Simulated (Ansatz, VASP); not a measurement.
# Cross-check of NiTe2 (Melonite) between VASP and Ansatz

Wanted: the spread between two codes on one cell, functional and k mesh. The cell is taken from a series of runs on this material, whose earlier steps may have relaxed, scaled, displaced or heated it; both programs get it as it stands.

Program: Ansatz 0.2.0. Level of theory: plane waves, with VASP 6.6.1 beside it; zone-centre phonons at PBEsol. Results are calculated unless marked as measured.

### 1. Set-up

The structure is trigonal, space group P-3m1 (No. 164). Conventional cell: a = 3.836 Å, b = 3.836 Å, c = 5.133 Å, α = 90.00°, β = 90.00°, γ = 120.00°. Nearest to Ni lie 6 Te at 2.56 Å. Nearest to Te lie 3 Ni at 2.56 Å. Farther neighbours and most contacts between anions are not listed.

### 2. VASP: zone-centre phonons, PBEsol

Second derivatives magnify differences that forces hide, and they need a tight electronic threshold.

Lines of VASP's logs that name or quote its potential files are left out, and so is its time.

Contents of INCAR:

```
SYSTEM = NiTe2
PREC = Accurate
ENCUT = 600
EDIFF = 1E-08
NELM = 120
ISMEAR = 1
SIGMA = 0.2
LREAL = .FALSE.
ALGO = Normal
GGA = PS
NBANDS = 17
LASPH = .TRUE.
LORBIT = 11
LWAVE = .FALSE.
LCHARG = .FALSE.
ISIF = 2
IBRION = 8
GGA_COMPAT = .FALSE.
KPAR = 2
```

Contents of POSCAR:

```
NiTe2
1.0
    3.8360011794      0.0000000000      0.0000000000
   -1.9180005897      3.3220744703      0.0000000000
    0.0000000000      0.0000000000      5.1331936517
Ni Te
1 2
Direct
    0.0000000000      0.0000000000      0.0000000000
    0.3333333333      0.6666666667      0.2514715731
    0.6666666667      0.3333333333      0.7485284269
```

Contents of KPOINTS:

```
Automatic mesh
0
Gamma
6 6 4
0 0 0
```

The projector-augmented-wave data sets are Ni and Te (PBE family, release 64).

The run is started by

```console
$ mpirun -np 2 vasp_std
```

Numbers of over 12 decimals in the logs are rounded to 6 here.

What it wrote:

```text
[banner, memory and clock lines left out]
running    2 mpi-ranks, on    1 nodes
 distrk:  each k-point on    1 cores,    2 groups
 distr:  one band on    1 cores,    1 groups

 POSCAR found type information on POSCAR NiTe
 POSCAR found :  2 types and       3 ions
|                                                                             |
|               ----> ADVICE to this user running VASP <----                  |
|                                                                             |
|     You enforced a specific xc type in the INCAR file but a different       |
|     [... a line on the potential file left out ...]
|     I HOPE YOU KNOW WHAT YOU ARE DOING!                                     |
|                                                                             |

 LDA part: xc-table for (Slater+PW92), standard interpolation
 POSCAR, INCAR and KPOINTS ok, starting setup
 FFT: planning ... GRIDC
 FFT: planning ... GRID_SOFT
 FFT: planning ... GRID
 WAVECAR not read
 entering main loop
       N       E                     dE             d eps       ncg     rms          rms(c)
DAV:   1     0.115280501596E+03    0.11528E+03   -0.97582E+03   816   0.133E+03
DAV:   2    -0.682709104282E+01   -0.12211E+03   -0.11759E+03   870   0.253E+02
DAV:   3    -0.149580336986E+02   -0.81309E+01   -0.79336E+01  1060   0.709E+01
DAV:   4    -0.151404882035E+02   -0.18245E+00   -0.18228E+00  1006   0.998E+00
DAV:   5    -0.151448857451E+02   -0.43975E-02   -0.43974E-02  1101   0.161E+00    0.155E+01
DAV:   6    -0.199870879323E+02   -0.48422E+01   -0.46107E+01   853   0.125E+02    0.232E+01
DAV:   7    -0.142261815188E+02    0.57609E+01   -0.99730E+00  1023   0.760E+01    0.604E+00
DAV:   8    -0.141078182496E+02    0.11836E+00   -0.28734E+00  1041   0.304E+01    0.458E+00
DAV:   9    -0.139973843551E+02    0.11043E+00   -0.77392E-01   936   0.145E+01    0.187E+00
DAV:  10    -0.139973798080E+02    0.45471E-05   -0.22625E-02   889   0.117E+00    0.151E+00
DAV:  11    -0.139963667295E+02    0.10131E-02   -0.22707E-03  1011   0.632E-01    0.520E-01
DAV:  12    -0.139962658671E+02    0.10086E-03   -0.31174E-04   906   0.107E-01    0.260E-01
DAV:  13    -0.139961510348E+02    0.11483E-03   -0.13417E-04  1022   0.203E-01    0.117E-01
DAV:  14    -0.139961162415E+02    0.34793E-04   -0.58621E-05  1194   0.115E-01    0.411E-02
DAV:  15    -0.139961127701E+02    0.34714E-05   -0.85623E-06  1233   0.302E-02    0.256E-02
DAV:  16    -0.139961114824E+02    0.12877E-05   -0.13442E-06  1080   0.200E-02    0.911E-03
DAV:  17    -0.139961108517E+02    0.63072E-06   -0.10569E-06  1153   0.144E-02    0.572E-04
DAV:  18    -0.139961108518E+02   -0.10391E-09   -0.12346E-07   894   0.256E-03    0.647E-04
DAV:  19    -0.139961108522E+02   -0.44633E-09   -0.21330E-09   446   0.611E-04
   1 F= -.13996111E+02 E0= -.13997041E+02  d E =0.279119E-02
 Linear response reoptimize wavefunctions to high precision
DAV:   1    -0.139961108670E+02   -0.14758E-07   -0.24808E-09   558   0.784E-04
DAV:   2    -0.139961108670E+02   -0.77307E-10   -0.79801E-10   421   0.285E-04
 Linear response DOF=           4
 Linear response progress:
  Degree of freedom:   1/  4
       N       E                     dE             d eps       ncg     rms          rms(c)
RMM:   1    -0.192895513525E+00   -0.19290E+00   -0.12478E-01  2571   0.247E+00
RMM:   2    -0.186613421471E+00    0.62821E-02   -0.33036E-03  2264   0.659E-01    0.191E-01
RMM:   3    -0.186793139267E+00   -0.17972E-03   -0.29293E-04  2554   0.139E-01    0.112E-01
RMM:   4    -0.187328762639E+00   -0.53562E-03   -0.15900E-04  2556   0.912E-02    0.856E-03
RMM:   5    -0.187336533096E+00   -0.77705E-05   -0.25406E-06  2676   0.154E-02    0.580E-03
RMM:   6    -0.187326242442E+00    0.10291E-04   -0.42856E-07  2265   0.731E-03    0.384E-03
RMM:   7    -0.187324230844E+00    0.20116E-05   -0.16445E-07  2202   0.646E-03    0.784E-04
RMM:   8    -0.187324077638E+00    0.15321E-06   -0.22306E-08  2613   0.138E-03    0.571E-04
RMM:   9    -0.187321922998E+00    0.21546E-05   -0.18264E-09  2711   0.371E-04    0.202E-04
RMM:  10    -0.187322014342E+00   -0.91343E-07    0.96632E-10  2775   0.111E-04    0.151E-04
RMM:  11    -0.187321779543E+00    0.23480E-06   -0.46815E-10  2754   0.440E-05    0.417E-05
RMM:  12    -0.187321773990E+00    0.55533E-08    0.11496E-10  2872   0.178E-05    0.132E-05
 first order change of Fermi-energy   0.12644E-04
 force on displaced ion       1 direction 1 :  -9.011   0.000   0.000
 Linear response progress:
  Degree of freedom:   2/  4
       N       E                     dE             d eps       ncg     rms          rms(c)
RMM:   1    -0.195988790893E+00   -0.19599E+00   -0.11808E-01  1325   0.245E+00
RMM:   2    -0.190418795397E+00    0.55700E-02   -0.40776E-03  1159   0.674E-01    0.187E-01
RMM:   3    -0.190395921026E+00    0.22874E-04   -0.60062E-04  1277   0.149E-01    0.108E-01
RMM:   4    -0.190655929808E+00   -0.26001E-03   -0.11439E-04  1289   0.808E-02    0.236E-02
RMM:   5    -0.190791668462E+00   -0.13574E-03   -0.10414E-05  1340   0.270E-02    0.951E-03
RMM:   6    -0.190792377667E+00   -0.70921E-06   -0.33764E-07  1104   0.162E-02    0.601E-03
RMM:   7    -0.190793363489E+00   -0.98582E-06   -0.20209E-08  1098   0.769E-03    0.105E-03
RMM:   8    -0.190791576775E+00    0.17867E-05   -0.13468E-07  1340   0.214E-03    0.653E-04
RMM:   9    -0.190787780275E+00    0.37965E-05   -0.49650E-08  1369   0.605E-04    0.306E-04
RMM:  10    -0.190787126877E+00    0.65340E-06    0.52477E-08  1222   0.341E-04    0.983E-05
RMM:  11    -0.190786860653E+00    0.26622E-06   -0.40981E-09  1385   0.101E-04    0.327E-05
RMM:  12    -0.190786817376E+00    0.43277E-07   -0.14591E-09  1386   0.443E-05    0.971E-06
RMM:  13    -0.190786882175E+00   -0.64799E-07   -0.90324E-11  1425   0.124E-05    0.592E-06
RMM:  14    -0.190786860617E+00    0.21558E-07   -0.19928E-10  1237   0.891E-06    0.302E-06
RMM:  15    -0.190786873524E+00   -0.12907E-07    0.52855E-11  1266   0.459E-06    0.118E-06
RMM:  16    -0.190786873648E+00   -0.12403E-09   -0.22030E-10   620   0.271E-06    0.867E-07
 first order change of Fermi-energy  -0.62259E-03
 force on displaced ion       1 direction 3 :  -0.000   0.000  -7.565
 Linear response progress:
  Degree of freedom:   3/  4
       N       E                     dE             d eps       ncg     rms          rms(c)
RMM:   1    -0.421760588061E-01   -0.42176E-01    0.48749E-02  6303   0.122E+00
RMM:   2    -0.410693086322E-01    0.11068E-02   -0.28325E-03  3866   0.503E-01    0.673E-02
RMM:   3    -0.411277909731E-01   -0.58482E-04   -0.40575E-04  4237   0.125E-01    0.490E-02
RMM:   4    -0.410868293363E-01    0.40962E-04   -0.19597E-05  4351   0.352E-02    0.335E-02
RMM:   5    -0.410643504567E-01    0.22479E-04   -0.68636E-06  4381   0.161E-02    0.247E-03
RMM:   6    -0.410620840588E-01    0.22664E-05    0.42821E-07  4014   0.679E-03    0.328E-03
RMM:   7    -0.410614650550E-01    0.61900E-06    0.10476E-07  3747   0.427E-03    0.186E-03
RMM:   8    -0.410599253412E-01    0.15397E-05    0.19038E-07  4407   0.136E-03    0.578E-04
RMM:   9    -0.410594544345E-01    0.47091E-06   -0.14174E-07  4512   0.399E-04    0.222E-04
RMM:  10    -0.410591194173E-01    0.33502E-06    0.15847E-08  4456   0.163E-04    0.244E-05
RMM:  11    -0.410590877690E-01    0.31648E-07   -0.15246E-08  4603   0.485E-05    0.159E-05
RMM:  12    -0.410590600628E-01    0.27706E-07   -0.45672E-09  4531   0.201E-05    0.390E-06
RMM:  13    -0.410590641479E-01   -0.40851E-08   -0.30574E-09  4902   0.838E-06    0.287E-06
 first order change of Fermi-energy   0.42093E-04
 force on displaced ion       2 direction 1 :  -4.569  -0.002  -0.000
 Linear response progress:
  Degree of freedom:   4/  4
       N       E                     dE             d eps       ncg     rms          rms(c)
RMM:   1    -0.559552480818E-01   -0.55955E-01    0.68950E-02  1892   0.126E+00
RMM:   2    -0.544111066005E-01    0.15441E-02   -0.29153E-03  1253   0.482E-01    0.102E-01
RMM:   3    -0.543958553294E-01    0.15251E-04   -0.33307E-04  1327   0.118E-01    0.744E-02
RMM:   4    -0.543105746628E-01    0.85281E-04   -0.29515E-05  1267   0.438E-02    0.416E-02
RMM:   5    -0.543133782461E-01   -0.28036E-05   -0.69251E-05  1276   0.836E-02    0.435E-02
RMM:   6    -0.542739385701E-01    0.39440E-04   -0.23882E-05  1199   0.522E-02    0.506E-03
RMM:   7    -0.542757627263E-01   -0.18242E-05   -0.96850E-07  1330   0.687E-03    0.399E-03
RMM:   8    -0.542754075896E-01    0.35514E-06   -0.15619E-07  1380   0.189E-03    0.101E-03
RMM:   9    -0.542754614189E-01   -0.53829E-07   -0.71099E-08  1326   0.680E-04    0.105E-03
RMM:  10    -0.542753244650E-01    0.13695E-06   -0.71024E-09  1414   0.208E-04    0.245E-04
RMM:  11    -0.542753895422E-01   -0.65077E-07   -0.70303E-09  1405   0.770E-05    0.151E-04
RMM:  12    -0.542754050461E-01   -0.15504E-07   -0.18614E-09  1270   0.432E-05    0.897E-06
RMM:  13    -0.542753954243E-01    0.96218E-08    0.15826E-09  1449   0.163E-05    0.139E-05
 first order change of Fermi-energy  -0.63331E+00
 force on displaced ion       2 direction 3 :   0.000   0.000  -7.764
 Linear response finished
```

From OUTCAR (step 2):

```text
ion  position               nearest neighbor table
   1  0.000  0.000  0.000-   2 2.56   3 2.56   2 2.56   3 2.56   3 2.56   2 2.56
   2  0.333  0.667  0.251-   1 2.56   1 2.56   1 2.56   3 3.38   3 3.38   3 3.38   3 3.40   3 3.40
                             3 3.40
   3  0.667  0.333  0.749-   1 2.56   1 2.56   1 2.56   2 3.38   2 3.38   2 3.38   2 3.40   2 3.40
                             2 3.40

  LATTYP: Found a hexagonal cell.
 ALAT       =     3.8360011794
 C/A-ratio  =     1.3381626886

 Subroutine GETGRP returns: Found 12 space group operations
 (whereof 12 operations were pure point group operations)

The static configuration has the point symmetry D_3d.

 Found     24 irreducible k-points:

   k-points           NKPTS =     24   k-points in BZ     NKDIM =     24   number of bands    NBANDS=     17

   dimension x,y,z NGX =    32 NGY =   32 NGZ =   42
   dimension x,y,z NGXF=    64 NGYF=   64 NGZF=   84

   ENCUT  =  600.0 eV  44.10 Ry    6.64 a.u.   7.66  7.66 10.25*2*pi/ulx,y,z

   NELECT =      22.0000    total number of electrons

 k-points in reciprocal lattice and weights: Automatic mesh
   0.00000000  0.00000000  0.00000000       0.007
   0.16666667  0.00000000  0.00000000       0.042
   0.33333333  0.00000000  0.00000000       0.042
   0.50000000  0.00000000  0.00000000       0.021
   0.16666667  0.16666667  0.00000000       0.042
   0.33333333  0.16666667  0.00000000       0.083
   0.33333333  0.33333333  0.00000000       0.014
   0.00000000  0.00000000  0.25000000       0.014
   0.16666667  0.00000000  0.25000000       0.042
[...]
0.33333333  0.16666667  0.50000000       0.083
   0.33333333  0.33333333  0.50000000       0.014

 average (electrostatic) potential at core
       1 -82.8829       2 -86.1786       3 -86.1786

  Total       -0.1037141     -0.1037141      0.0015724     -0.0000000     -0.0000000      0.0000000
  in kB       -2.5402267     -2.5402267      0.0385129     -0.0000000     -0.0000000      0.0000000
  external PRESSURE =      -1.6806468 kB  Pullay stress =       0.0000000 kB

  energy-cutoff  :      600.00
  volume of cell :       65.41
      direct lattice vectors                 reciprocal lattice vectors
     3.836001179  0.000000000  0.000000000     0.260688137  0.150508366  0.000000000
    -1.918000590  3.322074470  0.000000000     0.000000000  0.301016732  0.000000000
     0.000000000  0.000000000  5.133193652     0.000000000  0.000000000  0.194810496

 POSITION                                       TOTAL-FORCE (eV/Angst)
 -----------------------------------------------------------------------------------
      0.00000      0.00000      0.00000        -0.000000      0.000000      0.000000
     -0.00000      2.21472      1.29085        -0.000000      0.000000     -0.021061
      1.91800      1.10736      3.84234         0.000000     -0.000000      0.021061
 -----------------------------------------------------------------------------------
    total drift:                                0.000000      0.000000     -0.000000

 Eigenvectors and eigenvalues of the dynamical matrix
 ----------------------------------------------------

   1 f  =    6.795958 THz    42.700261 2PiTHz  226.688744 cm-1    28.105810 meV
             X         Y         Z           dx          dy          dz
      0.000000  0.000000  0.000000     0.901356    0.000066    0.000000
     -0.000000  2.214716  1.290852    -0.306233   -0.000022    0.000000
      1.918001  1.107358  3.842341    -0.306233   -0.000022   -0.000000

   2 f  =    6.795958 THz    42.700261 2PiTHz  226.688744 cm-1    28.105810 meV
             X         Y         Z           dx          dy          dz
      0.000000  0.000000  0.000000    -0.000066    0.901356   -0.000000
     -0.000000  2.214716  1.290852     0.000022   -0.306233   -0.000000
      1.918001  1.107358  3.842341     0.000022   -0.306233    0.000000

   3 f  =    6.225092 THz    39.113406 2PiTHz  207.646718 cm-1    25.744900 meV
             X         Y         Z           dx          dy          dz
      0.000000  0.000000  0.000000    -0.000000    0.000000   -0.901643
     -0.000000  2.214716  1.290852    -0.000000   -0.000000    0.305811
      1.918001  1.107358  3.842341     0.000000    0.000000    0.305811

   4 f  =    4.742798 THz    29.799878 2PiTHz  158.202710 cm-1    19.614627 meV
             X         Y         Z           dx          dy          dz
      0.000000  0.000000  0.000000    -0.000000    0.000000   -0.000000
     -0.000000  2.214716  1.290852    -0.000000   -0.000000    0.707107
      1.918001  1.107358  3.842341     0.000000    0.000000   -0.707107

   5 f  =    2.973437 THz    18.682655 2PiTHz   99.183180 cm-1    12.297142 meV
             X         Y         Z           dx          dy          dz
      0.000000  0.000000  0.000000    -0.000000   -0.000000   -0.000000
     -0.000000  2.214716  1.290852    -0.707107   -0.000101   -0.000000
      1.918001  1.107358  3.842341     0.707107    0.000101    0.000000

   6 f  =    2.973437 THz    18.682655 2PiTHz   99.183180 cm-1    12.297142 meV
             X         Y         Z           dx          dy          dz
      0.000000  0.000000  0.000000     0.000000    0.000000    0.000000
     -0.000000  2.214716  1.290852     0.000101   -0.707107   -0.000000
      1.918001  1.107358  3.842341    -0.000101    0.707107    0.000000

   7 f/i=    0.000511 THz     0.003213 2PiTHz    0.017058 cm-1     0.002115 meV
             X         Y         Z           dx          dy          dz
      0.000000  0.000000  0.000000     0.000000    0.000000    0.432482
     -0.000000  2.214716  1.290852     0.000000    0.000000    0.637558
      1.918001  1.107358  3.842341     0.000000    0.000000    0.637558

   8 f/i=    0.005064 THz     0.031821 2PiTHz    0.168931 cm-1     0.020945 meV
             X         Y         Z           dx          dy          dz
      0.000000  0.000000  0.000000     0.180672    0.393593   -0.000000
     -0.000000  2.214716  1.290852     0.265892    0.579243   -0.000000
      1.918001  1.107358  3.842341     0.265892    0.579243   -0.000000

   9 f/i=    0.005064 THz     0.031821 2PiTHz    0.168931 cm-1     0.020945 meV
             X         Y         Z           dx          dy          dz
      0.000000  0.000000  0.000000    -0.393593    0.180672   -0.000000
     -0.000000  2.214716  1.290852    -0.579243    0.265892   -0.000000
      1.918001  1.107358  3.842341    -0.579243    0.265892   -0.000000

 ELASTIC MODULI CONTR FROM IONIC RELAXATION (kBar)
 Direction    XX          YY          ZZ          XY          YZ          ZX
 --------------------------------------------------------------------------------
 XX        -188.5420    -51.6184   -200.1974      0.0000    123.6885     -0.0000
 YY         -51.6184   -188.5420   -200.1974     -0.0000   -123.6885      0.0000
 ZZ        -200.1974   -200.1974   -333.7687     -0.0000      0.0000      0.0000
 XY           0.0000     -0.0000     -0.0000    -68.4618     -0.0000    103.1262
 YZ         123.6885   -123.6885      0.0000     -0.0000   -223.4653      0.0000
 ZX          -0.0000      0.0000      0.0000    103.1262      0.0000   -155.3423
 --------------------------------------------------------------------------------
```

This run has no spin polarisation, so a moment on Ni, if there is one, isn't seen.

(Part 1 of 2 ends here.)

[Lines on the potential files, build, host, timing and source positions are cut from VASP's logs without a mark.]

[Logs are printed without paths, hosts, clocks, repeated set-up lines and the standing remarks that a program may print on its own settings, such as how far it seeks lower states.]

[Hosts, paths, dates, database ids (printed as entryN), source tags and the programs' standing remarks are cut or masked in the printed files.]
